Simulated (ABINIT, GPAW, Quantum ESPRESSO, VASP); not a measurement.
**K (Im-3m, 1 atom in the cell) computed with different codes at matched settings**

Self-consistent single point.

```xyz
1
Lattice="-2.6400 2.6400 2.6400 2.6400 -2.6400 2.6400 2.6400 2.6400 -2.6400" Properties=species:S:1:pos:R:3 pbc="T T T"
K      0.0000     0.0000     0.0000
```

All programs got the same cell, k-point mesh and kind of occupations (in ABINIT's words: tsmear = 0.00499791 Ha; ngkpt = 9 9 9; nshiftk = 1; shiftk = 0 0 0); potentials, basis and cutoffs are each program's usual ones.

```tsv
code	model	pressure (GPa)	cutoff
ABINIT	PBE, PAW (JTH v2.0 PBE PAW)	-0.01	571 eV
Quantum ESPRESSO	PBE, SSSP 1.1.2 efficiency (PBE) pseudopotentials	-0.07	50 Ry
VASP	PBE, VASP's PBE PAW potentials (set 64)	-0.13	300 eV
GPAW	PBE, GPAW PAW datasets PBE (gpaw-data 1.0.1)	-0.03	550 eV
```

The spread over the programs that give each value: pressure within 0.12 GPa.

The starting cell has typed, rounded lattice constants, without a prior relaxation at this level.

Q: Why do the programs differ, and what cannot be compared?

A: Differences of this kind can come from the potentials, where these differ, and from what each basis and cutoff leave unconverged. The zero of total energies and Fermi levels follows the potentials and each program's conventions, so they are not compared here.

VASP's run is marked for a possible Pulay error in its stress at this cutoff; no cutoff test was made.

Left out of this page: Ansatz, CP2K, Elk, FLEUR and SIESTA (not drawn, or without a comparable value).
